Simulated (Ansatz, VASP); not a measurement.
# PtSe2 in two plane-wave programs

Aim: how closely do two programs agree when they are given the same cell, functional and k mesh? The cell is taken from a series of VASP runs on this material, whose earlier steps may have relaxed, scaled or displaced it; both programs get it as it stands.

Program: Ansatz 0.2.0. Level of theory: plane waves, with VASP 6.6.1 beside it; relaxation of cell and atoms at PBEsol. Results are calculated unless marked as measured.

## 1. Starting point

It takes space group P-3m1 (No. 164, trigonal). Conventional cell: a = 3.761 Å, b = 3.761 Å, c = 4.859 Å, α = 90.00°, β = 90.00°, γ = 120.00°. Pt has 6 Se at 2.51 Å nearest. Nearest to Se lie 3 Pt at 2.51 Å. Farther neighbours and most contacts between anions are not listed.

## 2. Ansatz: relaxation of cell and atoms, PBEsol

Ansatz runs on its default PAW (the set named soft_2) files.

The relaxed volume is the usual yardstick between codes: its relative difference is about their pressure difference at one cell divided by the bulk modulus.

Contents of input.yaml:

```yaml
crystal:
  lattice:
    - [3.7610114069, 0.0, 0.0]
    - [-1.8805057034, 3.2571314223, 0.0]
    - [0.0, 0.0, 4.8586322289]
  atoms:
    - { symbol: Pt, position: [0.0, 0.0, 0.0] }
    - { symbol: Se, position: [0.6666666667, 0.3333333333, 0.7388887427] }
    - { symbol: Se, position: [0.3333333333, 0.6666666667, 0.2611112573] }
hamiltonian:
  xc: pbesol
  pseudopotentials: { kind: paw }
kpoints:
  mp_grid: { grid: [12, 12, 8] }
scf:
  occupations: { method: methfessel_paxton, width: 0.15 }
relax:
  f_tol: 0.01
  max_steps: 60
  cell: { stress_tol: 0.05 }
output:
  forces: true
  stress: true
```

Command:

```bash
$ ansatz run input.yaml --threads 4 --pin off --max-ram 9216MiB --backend cpu --events-out ev --progress --plain --runs-dir out
```

Numbers of over 12 decimals in the logs are rounded to 6 here.

What it wrote:

```text
Engine: ansatz 0.2.0, aarch64-unknown-linux-gnu
Pseudopotentials: kind: paw
Pseudopotential: Pt, paw, valence charge 18, recommended cutoff 420 eV (normal), Pt.paw.azcp
Pseudopotential: Se, paw, valence charge 16, recommended cutoff 420 eV (normal), Se.paw.azcp
Functional definition: PBEsol
  exchange = pbesol_x
  correlation = pbesol_c
Crystal: 3 atoms, lattice volume = 59.519 Å³
Basis set: ecut = 420 eV, 1169 PW (Γ), exchange–correlation on 54×54×72 points (8 copies of the dense FFT grid, shifted against one another)
Bands: 30, of which v1, the nominal top of the filled ones, is band 25 counted from 1 (24 counted from 0)
Symmetry: 12 space group operations
Space group: P-3m1 (ITA 164), of the structure as read, at distance tolerance 3.9e-5 Å
k-points: 131 of 1152
Non-local potential: Pt, projectors of the file, l = 0: 3, l = 1: 2, l = 2: 2, l = 3: 1
Non-local potential: Se, projectors of the file, l = 0: 2, l = 1: 2, l = 2: 3, l = 3: 1
PAW form: soft (Blöchl's): semilocal exchange-correlation on the pseudo side does not see the compensation charge
PAW frozen core: Pt, regenerated for the run's functional, and the local potential with it (the file was generated under x = pbe(κ = 0.804, μ = 0.219515), c = pbe(β = 0.066725))
PAW frozen core: Se, regenerated for the run's functional, and the local potential with it (the file was generated under x = pbe(κ = 0.804, μ = 0.219515), c = pbe(β = 0.066725))
PAW one-centre angular grid: Pt, 590 points (default); XC on 64 Gauss nodes
PAW one-centre angular grid: Se, 590 points (default); XC on 64 Gauss nodes
Initial density: superposition of atomic densities (neutral atoms: chi_scale 0, normalization atom), corrected by the library's trained network
Initial wavefunctions: pseudopotential atomic-orbital guess
Functional: x = pbesol(κ = 0.804, μ = 0.123457), c = pbesol(β = 0.046)
SCF iter   1: F=—  HF=-23233.468971 eV  |F-HF|=—  |Δ(HF+E_count)|=         —  Δρ=3.67e-3  dr2=8.36e-3  ethr=1.77e-3  ⟨swp⟩=5.1  Hψ=14808  notcnv=0
preconditioner: auto → LDOS  [metal: Δε(μ)=0.043 eV  Ē_g=10.074 eV  σ=0.150 eV  W_gap=0.24  n_scr=22 (ndim 8)  ℏωp=22.6 eV  f_vac=0.025  D(μ)=0.85/eV (n_scr^D=2)  β→1.0]
SCF iter   2: F=—  HF=-23233.470025 eV  |F-HF|=—  |Δ(HF+E_count)|=   1.05e-3  S|Δr|=    0.00e0  Δρ=2.20e-3  dr2=3.21e-3  ethr=1.67e-5  ⟨swp⟩=2.0  Hψ=8125  notcnv=0
SCF iter   3: F=—  HF=-23233.468406 eV  |F-HF|=—  |Δ(HF+E_count)|=   1.62e-3  S|Δr|=    0.00e0  Δρ=3.53e-4  dr2=1.01e-4  ethr=6.42e-6  ⟨swp⟩=2.0  Hψ=7011  notcnv=0
SCF iter   4: F=—  HF=-23233.468387 eV  |F-HF|=—  |Δ(HF+E_count)|=   1.91e-5  S|Δr|=    0.00e0  Δρ=1.00e-4  dr2=7.52e-6  ethr=2.02e-7  ⟨swp⟩=2.0  Hψ=5902  notcnv=0
SCF iter   5: F=—  HF=-23233.468382 eV  |F-HF|=—  |Δ(HF+E_count)|=   4.75e-6  S|Δr|=    0.00e0  Δρ=2.03e-5  dr2=1.78e-7  ethr=1.50e-8  ⟨swp⟩=2.0  Hψ=5237  notcnv=0
SCF iter   6: F=-23233.468382 eV  HF=-23233.468382 eV  |F-HF|=4.05e-9  |Δ(HF+E_count)|=   1.33e-7  S|Δr|=    0.00e0  Δρ=5.91e-6  dr2=2.07e-8  ethr=2.00e-10  ⟨swp⟩=4.0  Hψ=13862  notcnv=0
SCF 1 converged in 6 iterations: F = -23233.468382 eV  dr2 = 2.07e-8
  greatest PAW one-centre occupation: 1.000 electrons in one spin orbital (limit 2), on the Pt atom at site 0 (counted from 0), in its partial waves of l = 0
relax step   1: F+E_penalty+E_count = -23233.46838242 eV  Δ(F+E_penalty+E_count) = +0.000e0 eV  max|allowed force component| = 1.381e-2 eV/Å  Δτ_max = 0.0000 Å  P = -0.071 GPa  Ω = 59.519 Å³  (6 SCF iters, dr2 threshold 1.00e-7 eV, accepted)
[...]
relax step   2: F+E_penalty+E_count = -23233.46837970 eV  Δ(F+E_penalty+E_count) = +2.729e-6 eV  max|allowed force component| = 1.370e-2 eV/Å  Δτ_max = 0.0030 Å  P = +0.043 GPa  Ω = 59.556 Å³  energy of the carried Pulay correction = -7.721e-6 eV  (5 SCF iters, dr2 threshold 1.75e-8 eV, accepted)
[...]
relax step   3: F+E_penalty+E_count = -23233.46840127 eV  Δ(F+E_penalty+E_count) = -2.157e-5 eV  max|allowed force component| = 6.244e-4 eV/Å  Δτ_max = 0.0014 Å  P = +0.005 GPa  Ω = 59.538 Å³  energy of the carried Pulay correction = -4.042e-6 eV  (4 SCF iters, dr2 threshold 1.46e-8 eV, accepted)
[...]
relax step   4: F+E_penalty+E_count = -23233.46840493 eV  Δ(F+E_penalty+E_count) = -3.655e-6 eV  max|allowed force component| = 6.406e-4 eV/Å  Δτ_max = 0.0000 Å  P = +0.005 GPa  Ω = 59.538 Å³  stress off target by 1.44e-2 GPa  SCF on the basis re-selected at this cell (its energy is not comparable with the rows above)  (4 SCF iters)
basis re-selected at this cell: Δ(F+E_penalty+E_count) = -3.655e-6 eV, ΔP = +0.000 GPa vs the last step (what re-selecting the basis moved, of the pressure what is left beyond the Pulay correction that the steps carried, after the strain that the cell walked since its last selection, with what the two solves' SCF thresholds leave and, on support functions, any second-order correction that the steps lacked; it is no m [...]
SCF converged after 4 iterations
Stability not checked: this state was not tested for a lower state beside it, because cold or Methfessel-Paxton smearing, or corrected tetrahedra, fill the levels in a way that the test cannot read (fill_not_monotonic; see scf.lower_state_search)
Free energy (F): -23233.468405 eV
Harris-Foulkes:  -23233.468405 eV  (|F-HF|=1.46e-11)
Internal energy: -23233.468255 eV  (E = F + TS)
E sigma→0 (E₀):  -23233.468368 eV
Entropy (-TS):   -0.000150 eV (-0.050 meV/atom)
Fermi energy:    13.505921 eV
--- Per-component energies (eV) ---
  E_band       = -947.272817
  E_kinetic    = 874.622872
  E_local      = -6545.574729  (includes V_loc(G=0)·N_el)
  E_nonlocal   = -980.510212
  E_hartree    = 3031.133701
  E_xc         = -467.333211
  E_vxc        = -499.098815  (∫ρ·V_xc dr)
  E_paw        = -13053.774742  (= ΣΔE_a)
  E_vpaw       = 141.021719  (= ΣTr[D̂ρ^β])
  E_aug_tail   = -0.001031  (compensation charges beyond the density's cutoff)
  E_ewald      = -6094.334785
  E_core_change = 2.303882  (= ΣΔE_core)
  E_smearing   = -0.000150  (= −TS)
  E_closure    = 0.000000  (closes the sum)
  Σ components = -23233.468405   (vs F -23233.468405, Δ=0.00e0)
--- Forces (eV/Å), atoms counted from 1 ---
  atom   1  Pt     0.00000000    -0.00000000     0.00000000
  atom   2  Se     0.00000000    -0.00000000    -0.00064060
  atom   3  Se    -0.00000000     0.00000000     0.00064060
  max |Σ_I F_I| component: 2.31e-18 eV/Å
--- Stress (GPa, compression-positive) ---
        0.000308      -0.000000       0.000000
       -0.000000       0.000308       0.000000
        0.000000       0.000000       0.014408
  P = ⅓ Tr σ = 0.0050 GPa (0.050 kbar)
--- Relaxed structure (3 steps of the walk, 3 accepted, 1 SCFs on fresh bases) ---
  F+E_penalty+E_count = -23233.46840493 eV   max|allowed force component| = 6.406e-4 eV/Å   (the final SCF, on the basis selected at the relaxed cell)
  cell:  # Å, volume = 59.5385 Å³
    - [3.760403, -2.886282403284287e-11, 0]
    - [-1.880201, 3.256604, 0]
    - [0, 0, 4.861814]
  atoms:
    - { symbol: Pt, position: [0, 0, 0] }
    - { symbol: Se, position: [0.666667, 0.333333, 0.739223] }
    - { symbol: Se, position: [0.333333, 0.666667, 0.260777] }
```

Run time: 11 s. Hardware: 4 threads of Arm Neoverse V1, shared host; peak memory 0.51 GiB; 39 s of CPU time.

## 3. VASP: relaxation of cell and atoms, PBEsol

The same cell, functional, mesh and smearing now go to VASP, with its own data sets and cutoff.

Lines of VASP's logs that name or quote its potential files are left out, and so is its time.

Contents of INCAR:

```
SYSTEM = PtSe2
PREC = Accurate
ENCUT = 500
EDIFF = 1E-07
NELM = 100
ISMEAR = 1
SIGMA = 0.15
LREAL = .FALSE.
ALGO = Normal
GGA = PS
NBANDS = 17
LASPH = .TRUE.
LORBIT = 11
LWAVE = .FALSE.
LCHARG = .FALSE.
KPAR = 4
IBRION = 2
NSW = 50
ISIF = 3
EDIFFG = -0.002
```

Contents of POSCAR:

```
PtSe2
1.0
    3.7610114069      0.0000000000      0.0000000000
   -1.8805057034      3.2571314223      0.0000000000
    0.0000000000      0.0000000000      4.8586322289
Pt Se
1 2
Direct
    0.0000000000      0.0000000000      0.0000000000
    0.6666666667      0.3333333333      0.7388887427
    0.3333333333      0.6666666667      0.2611112573
```

Contents of KPOINTS:

```
Automatic mesh
0
Gamma
12 12 8
0 0 0
```

Potentials, in the order of the species: Pt and Se (PBE family, release 64).

Command:

```bash
$ mpirun -np 4 vasp_std
```

What it wrote:

```text
[banner, memory and clock lines left out]
running    4 mpi-ranks, on    1 nodes
 distrk:  each k-point on    1 cores,    4 groups
 distr:  one band on    1 cores,    1 groups

 POSCAR found type information on POSCAR PtSe
 POSCAR found :  2 types and       3 ions
|                                                                             |
|               ----> ADVICE to this user running VASP <----                  |
|                                                                             |
|     You enforced a specific xc type in the INCAR file but a different       |
|     [... a line on the potential file left out ...]
|     I HOPE YOU KNOW WHAT YOU ARE DOING!                                     |
|                                                                             |

 LDA part: xc-table for (Slater+PW92), standard interpolation
 POSCAR, INCAR and KPOINTS ok, starting setup
 FFT: planning ... GRIDC
 FFT: planning ... GRID_SOFT
 FFT: planning ... GRID
 WAVECAR not read
 entering main loop
       N       E                     dE             d eps       ncg     rms          rms(c)
DAV:   1     0.105708888374E+03    0.10571E+03   -0.99669E+03  4542   0.110E+03
DAV:   2    -0.120616778806E+02   -0.11777E+03   -0.11456E+03  5633   0.215E+02
DAV:   3    -0.167009384501E+02   -0.46393E+01   -0.45743E+01  5384   0.433E+01
DAV:   4    -0.167349221614E+02   -0.33984E-01   -0.33970E-01  5689   0.402E+00
DAV:   5    -0.167352661974E+02   -0.34404E-03   -0.34402E-03  5588   0.384E-01    0.127E+01
DAV:   6    -0.161577807396E+02    0.57749E+00   -0.48549E+00  4528   0.198E+01    0.778E+00
DAV:   7    -0.159311471131E+02    0.22663E+00   -0.91255E-01  4529   0.956E+00    0.382E+00
DAV:   8    -0.159081532707E+02    0.22994E-01   -0.62830E-02  4828   0.170E+00    0.834E-01
DAV:   9    -0.159050142917E+02    0.31390E-02   -0.77721E-03  5069   0.845E-01    0.204E-01
DAV:  10    -0.159050254421E+02   -0.11150E-04   -0.11992E-03  5112   0.216E-01    0.343E-02
DAV:  11    -0.159050251690E+02    0.27307E-06   -0.44295E-05  5771   0.550E-02    0.233E-02
DAV:  12    -0.159050247668E+02    0.40220E-06   -0.33684E-06  4998   0.137E-02    0.425E-03
DAV:  13    -0.159050247679E+02   -0.10557E-08   -0.55747E-07  5822   0.509E-03
   1 F= -.15905025E+02 E0= -.15904981E+02  d E =-.159050E+02
 curvature:   0.00 expect dE= 0.000E+00 dE for cont linesearch  0.000E+00
 trial: gam= 0.00000 g(F)=  0.362E-09 g(S)=  0.170E-06 ort = 0.000E+00 (trialstep = 0.100E+01)
 search vector abs. value=  0.170E-06
 reached required accuracy - stopping structural energy minimisation
```

OUTCAR, selected parts (step 3):

```text
ion  position               nearest neighbor table
   1  0.000  0.000  0.000-   2 2.51   3 2.51   3 2.51   2 2.51   2 2.51   3 2.51
   2  0.667  0.333  0.739-   1 2.51   1 2.51   1 2.51
   3  0.333  0.667  0.261-   1 2.51   1 2.51   1 2.51

  LATTYP: Found a hexagonal cell.
 ALAT       =     3.7610114069
 C/A-ratio  =     1.2918419285

 Subroutine GETGRP returns: Found 12 space group operations
 (whereof 12 operations were pure point group operations)

The static configuration has the point symmetry D_3d.

 Found    131 irreducible k-points:

   k-points           NKPTS =    131   k-points in BZ     NKDIM =    131   number of bands    NBANDS=     17

   dimension x,y,z NGX =    28 NGY =   28 NGZ =   36
   dimension x,y,z NGXF=    56 NGYF=   56 NGZF=   72

   ENCUT  =  500.0 eV  36.75 Ry    6.06 a.u.   6.86  6.86  8.86*2*pi/ulx,y,z

   NELECT =      22.0000    total number of electrons

 k-points in reciprocal lattice and weights: Automatic mesh
   0.00000000  0.00000000  0.00000000       0.001
   0.08333333  0.00000000  0.00000000       0.005
   0.16666667  0.00000000  0.00000000       0.005
   0.25000000  0.00000000  0.00000000       0.005
   0.33333333  0.00000000  0.00000000       0.005
   0.41666667  0.00000000  0.00000000       0.005
   0.50000000  0.00000000  0.00000000       0.003
   0.08333333  0.08333333  0.00000000       0.005
   0.16666667  0.08333333  0.00000000       0.010
[...]
0.33333333  0.25000000  0.50000000       0.010
   0.33333333  0.33333333  0.50000000       0.002

 average (electrostatic) potential at core
       1 -68.2459       2 -52.5127       3 -52.5127

 E-fermi :   6.5866

 k-point     1 :       0.0000    0.0000    0.0000
  band No.  band energies     occupation
    ...
      6       2.7132      2.00000
      7       2.7132      2.00000
      8       4.0935      2.00000
      9       5.5481      2.00000
     10       5.5481      2.00000
     11       7.3178     -0.00000
     12       7.7534     -0.00000
     13       7.7534     -0.00000
     14       9.8322      0.00000
     15      10.6246      0.00000
    ...

 k-point     2 :       0.0833    0.0000    0.0000
  band No.  band energies     occupation
    ...
      6       2.6098      2.00000
      7       2.6579      2.00000
      8       3.9256      2.00000
      9       5.2301      2.00000
     10       5.4386      2.00000
     11       6.7911     -0.06605
     12       7.8329     -0.00000
     13       7.9840     -0.00000
     14      10.3727      0.00000
     15      11.0868      0.00000
    ...

 k-point     3 :       0.1667    0.0000    0.0000
  band No.  band energies     occupation
    ...
      7       2.5294      2.00000
      8       3.4798      2.00000
      9       4.7826      2.00000
     10       5.1208      2.00000
     11       6.0111      2.00000
     12       8.0673     -0.00000
     13       8.1440     -0.00000
     14      11.2527      0.00000
     15      11.9578      0.00000
     16      13.3601      0.00000
    ...

  Total        0.0022636      0.0022636      0.0005541      0.0000000      0.0000000     -0.0000000
  in kB        0.0609338      0.0609338      0.0149162      0.0000000      0.0000000     -0.0000000
  external PRESSURE =       0.0455946 kB  Pullay stress =       0.0000000 kB

  energy-cutoff  :      500.00
  volume of cell :       59.52
      direct lattice vectors                 reciprocal lattice vectors
     3.761011407  0.000000000  0.000000000     0.265885926  0.153509311  0.000000000
    -1.880505703  3.257131422  0.000000000     0.000000000  0.307018622  0.000000000
     0.000000000  0.000000000  4.858632229     0.000000000  0.000000000  0.205819241

 POSITION                                       TOTAL-FORCE (eV/Angst)
 -----------------------------------------------------------------------------------
      0.00000      0.00000      0.00000         0.000000      0.000000      0.000000
      1.88051      1.08571      3.58999        -0.000000      0.000000      0.000061
     -0.00000      2.17142      1.26864         0.000000     -0.000000     -0.000061
 -----------------------------------------------------------------------------------
    total drift:                                0.000000     -0.000000      0.000000

  FREE ENERGIE OF THE ION-ELECTRON SYSTEM (eV)
  ---------------------------------------------------
  free  energy   TOTEN  =       -15.9050247679 eV

  energy  without entropy=      -15.9048927600  energy(sigma->0) =      -15.90498077

 reached required accuracy - stopping structural energy minimisation

 total charge
# of ion       s       p       d       tot
------------------------------------------
    1        0.675   0.687   8.033   9.395
    2        1.488   2.209   0.071   3.769
    3        1.488   2.209   0.071   3.769
--------------------------------------------------
tot          3.651   5.105   8.176  16.932

[... 3 further parts left out ...]
```

CONTCAR:

```
PtSe2
   1.00000000000000
     3.7610114068999998    0.0000000000000000    0.0000000000000000
    -1.8805057033999999    3.2571314223000001    0.0000000000000000
     0.0000000000000000    0.0000000000000000    4.8586322289000003
  Pt              Se
     1     2
Direct
     0.0000000000000000    0.0000000000000000    0.0000000000000000
     0.6666666667000030    0.3333333332999970    0.7388887426999986
     0.3333333332999970    0.6666666667000030    0.2611112573000014
```

The run keeps the 12 symmetry operations of its start, so it cannot find a distortion of lower symmetry.

## 4. Side by side

Known differences besides the potentials themselves: both relaxations stop at a tolerance, which leaves soft axes loose, and VASP keeps its plane-wave basis; the data sets hold 50 valence electrons in Ansatz (default PAW (the set named soft_2) files) and 22 in VASP; the cutoff is 420 eV in Ansatz and 500 eV in VASP; Ansatz makes its cores anew for this functional, VASP keeps those of its PBE data sets; Ansatz adds a Pulay correction to the stress that steers its cell, VASP none. Total energies have different zeros and are not compared.

The two programs side by side:

```tsv
quantity	Ansatz	VASP	difference
volume (Å³)	59.54	59.52	+0.03 %
edge a after relaxation, in the typed setting (Å)	3.760	3.761	-0.02 %
edge c after relaxation, in the typed setting (Å)	4.862	4.859	+0.07 %
```

The walks stopped with 0.01 GPa left in Ansatz and 0.00 GPa in VASP; each walk ends within a tolerance, so the volume difference is uncertain by about these residues over the bulk modulus, most in soft cells.

## 5. Outcome

* difference in edge c after relaxation, in the typed setting (relaxation of cell and atoms, PBEsol): 0.066 %

**Reading.** The difference in edge c after relaxation, in the typed setting is 0.066 % (relaxation of cell and atoms, PBEsol), within the 1.2 % picked in this series as the mark of a large difference, as far as the stopping tolerances let one tell. How closely two codes agree says nothing of how well the functional describes the real material.

[Lines on the potential files, build, host, timing and source positions are cut from VASP's logs without a mark.]

[Logs are printed without paths, hosts, clocks, repeated set-up lines and the standing remarks that a program may print on its own settings, such as how far it seeks lower states.]

[Hosts, paths, dates, database ids (printed as entryN), source tags and the programs' standing remarks are cut or masked in the printed files.]
